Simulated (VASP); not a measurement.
Input:

```
ZrC
1.0
    0.00000     2.32944     2.32944
    2.32944     0.00000     2.32944
    2.32944     2.32944     0.00000
Zr C
1 1
Direct
  0.00000   0.00000   0.00000
  0.50000   0.50000   0.50000
```

Computed with SCAN meta-GGA, VASP's PBE PAW potentials (set 64) (plane waves; VASP). Settings: 520 eV cut-off, 13×13×13 Γ-centred mesh, first-order Methfessel-Paxton smearing of 0.10 eV, potentials Zr_sv C.

Q: The job: ZrC (rock salt), 2 atoms, SCAN, static run, 520 eV, 13×13×13 Γ-centred mesh. Roughly how much core time does it take on a busy server core?

A: About 2 core-minutes (one run on a shared machine, a rough figure). It had 84 irreducible k-points, 12 bands, up to 701 plane waves and 22 electronic steps.

The compound is ZrC in the rock salt structure. This cell is one point of a volume scan, at 0.97 of the reference volume.
